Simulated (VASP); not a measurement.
Here is a VASP 6.6.1 calculation.

Contents of INCAR:

```
SYSTEM = CuPdSe2
ALGO = Fast
EDIFF = 1E-6
ENCUT = 520
ISIF = 2
ISMEAR = 0
ISPIN = 2
LASPH = .True.
LCHARG = .False.
LDAU = .True.
LDAUJ = 0 0 0
LDAUL = 2 2 -1
LDAUPRINT = 1
LDAUTYPE = 2
LDAUU = 7 7 0
LMAXMIX = 4
LORBIT = 11
LREAL = .False.
LWAVE = .False.
MAGMOM = 0 0 0 0
NBANDS = 28
NELM = 100
PREC = Accurate
SIGMA = 0.05
```

KPOINTS

```
k-points
0
Gamma
  6 6 6
  0 0 0
```

Contents of POSCAR:

```
CuPdSe2
1.0
    1.9072644800      1.1011596600      6.9240978900
   -1.9072644800      1.1011596600      6.9240978900
    0.0000000000     -2.2023193300      6.9240978900
Cu Pd Se
1 1 2
Direct
    0.5000000000      0.5000000000      0.5000000000
    0.0000000000      0.0000000000      0.0000000000
    0.2667000000      0.2667000000      0.2667000000
    0.7333000000      0.7333000000      0.7333000000
```

Potentials or basis: VASP PAW LDA potentials, release 64 (Cu, Pd, Se).

The run is started by

```bash
$ cat potpaw_LDA.64/Cu/POTCAR potpaw_LDA.64/Pd/POTCAR potpaw_LDA.64/Se/POTCAR > POTCAR
$ mpirun -np 1 vasp_std > vasp.out
```

Q: What does it give for the net moment?

A: 0.00 μB per cell.

Q: Estimate the pressure.

A: -14.9 GPa.

Q: Estimate the band gap on the k mesh.

A: None (metal or under the smearing width).

Eigenvalues of the final occupation matrices:
```tsv
site	spin	trace	eigenvalues
site 1 d	1	4.77	0.95 0.95 0.96 0.96 0.96
site 1 d	2	4.77	0.95 0.95 0.96 0.96 0.96
site 2 d	1	4.63	0.83 0.83 0.99 0.99 0.99
site 2 d	2	4.63	0.83 0.83 0.99 0.99 0.99
```
